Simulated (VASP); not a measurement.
Here is the system:

```yaml
crystal:
  lattice:
    - [0.00000, 3.13260, 3.13260]
    - [3.13260, 0.00000, 3.13260]
    - [3.13260, 3.13260, 0.00000]
  atoms:
    - { symbol: Ga, position: [0.00000, 0.00000, 0.00000] }
    - { symbol: Sb, position: [0.25000, 0.25000, 0.25000] }
```

All values below come from revPBE GGA, VASP's PBE PAW potentials (set 64) (plane waves; VASP). Numerical set-up: 520 eV cut-off, 11×11×11 Γ-centred mesh, tetrahedra with Blöchl corrections, potentials Ga_d Sb.

Unless said otherwise, spin-orbit coupling is left out, though it shifts the bands of the heavy elements here.

Problem. Predict the energy per atom (σ→0), band gap (on the k-mesh) with the smallest direct gap where there is one.

Solution. 
band gap (on the k-mesh): none (metal, semimetal or under 0.01 eV)
energy per atom (σ→0): -3.404 eV/atom

The absolute energy has meaning only against runs of the same code, potentials and settings.

The compound is GaSb in the zinc blende structure. It was relaxed first, which changed the volume by +8 %.
